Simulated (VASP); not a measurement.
Data:

```
PbF2
1.0
    0.00000     2.95914     2.95914
    2.95914     0.00000     2.95914
    2.95914     2.95914     0.00000
Pb F
1 2
Direct
  0.00000   0.00000   0.00000
  0.25000   0.25000   0.25000
  0.75000   0.75000   0.75000
```

Calculation: r2SCAN meta-GGA, VASP's PBE PAW potentials (set 64) (plane waves; VASP). Numerical set-up: 600 eV cut-off, 6×6×6 Γ-centred mesh, Gaussian smearing of 0.050 eV, potentials Pb_d F.

Energy and stress use the plane-wave basis of the starting cell.

The ions, cell shape and volume at an external pressure of 20.0 GPa are relaxed. Give the cell that the relaxation ends in.

```
PbF2
1.0
    0.00000     2.79546     2.79546
    2.79546     0.00000     2.79546
    2.79546     2.79546     0.00000
Pb F
1 2
Direct
  0.00000   0.00000   0.00000
  0.25000   0.25000   0.25000
  0.75000   0.75000   0.75000
```
Space group Fm-3m (225), at a tolerance of 0.03 Å.

How do energy and volume change from the first to the last step?

The energy (σ→0) changes by +143.2 meV/atom and the volume by -15.7 %, in 7 ionic steps.

The compound is PbF2 in the fluorite structure, the β form. This run relaxes it under an external pressure of 20 GPa. Symmetry was kept, so distortions that lower it aren't found.
